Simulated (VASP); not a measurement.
Input for VASP

**INCAR**
```
SYSTEM=CaF2
PREC=Accurate; ENCUT=400; LREAL=.FALSE.
LASPH=.TRUE.
EDIFF=1E-6; NELM=100; ALGO=Normal
ISMEAR=-1; SIGMA=0.01
GGA=PS
ISIF=2
LWAVE=.FALSE.; LCHARG=.FALSE.
```

File POSCAR:
```
CaF2
1
    0.0000000000     2.7652170000     2.7652170000
    2.7652170000     0.0000000000     2.7652170000
    2.7652170000     2.7652170000     0.0000000000
Ca F
1 2
Direct
  0.0000000000   0.0000000000   0.0000000000
  0.2500000000   0.2500000000   0.2500000000
  0.7500000000   0.7500000000   0.7500000000
```

File KPOINTS:
```
Automatic mesh
0
Gamma
8 8 8
0 0 0
```

POTCAR, in this order: Ca_sv F (PBE.64 set). Program: vasp_std.

### Question
Translate this PBEsol calculation to Quantum ESPRESSO's pw.x.

### Answer
One equivalent input (not run):
```
&CONTROL
  calculation = 'scf'
  pseudo_dir = './pseudo'
  outdir = './out'
  tprnfor = .true.
  tstress = .true.
/
&SYSTEM
  ibrav = 0
  nat = 3
  ntyp = 2
  ecutwfc = 84
  occupations = 'smearing'
  smearing = 'fermi-dirac'
  degauss = 0.000735
  input_dft = 'pbesol'
/
&ELECTRONS
  conv_thr = 7.3e-08
  electron_maxstep = 100
/
ATOMIC_SPECIES
  Ca 40.078 Ca.upf
  F 18.998 F.upf
CELL_PARAMETERS angstrom
     0.0000000    2.7652170    2.7652170
     2.7652170    0.0000000    2.7652170
     2.7652170    2.7652170    0.0000000
ATOMIC_POSITIONS crystal
  Ca   0.0000000  0.0000000  0.0000000
  F    0.2500000  0.2500000  0.2500000
  F    0.7500000  0.7500000  0.7500000
K_POINTS automatic
  8 8 8 0 0 0
```
The two are equivalent in intent, not identical: the potentials are each code's own (VASP's PAW set, PseudoDojo norm-conserving files in pw.x), so ENCUT and ecutwfc are chosen apart and not converted; conv_thr bounds pw.x's estimated SCF error, while EDIFF bounds the energy change between steps.

The structure is a typed CaF2 crystal (Fm-3m). The cell was not relaxed at this level. The run is one of a series of settings (GGA = PS against the base run), some of them coarse on purpose.
